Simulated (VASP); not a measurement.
Input:

```yaml
crystal:
  lattice:
    - [4.71945, 0.00000, 0.00000]
    - [-2.35973, 4.08717, 0.00000]
    - [0.00000, 0.00000, 15.20022]
  atoms:
    - { symbol: In, position: [0.66667, 0.33333, 0.50000] }
    - { symbol: Sb, position: [0.33333, 0.66667, 0.50000] }
```

The numbers are results of r2SCAN meta-GGA, VASP's PBE PAW potentials (set 64) (plane waves; VASP), not measurements. Numerical set-up: 400 eV cut-off, 10×10×1 Γ-centred mesh, tetrahedra with Blöchl corrections, potentials In_d Sb.

The cell holds a wide vacuum, so values per volume refer to the whole cell.  Unless said otherwise, spin-orbit coupling is left out, though it shifts the bands of the heavy elements here.

Question: What does the run give for the energy per atom (σ→0), band gap (over mesh and band path) with the smallest direct gap where there is one?

Answer: 
```yaml
band gap (over mesh and band path): none (metal, semimetal or under 0.01 eV)
energy per atom (σ→0): -23.851 eV/atom
```

The cell is a sheet with vacuum, built from a generated structure.
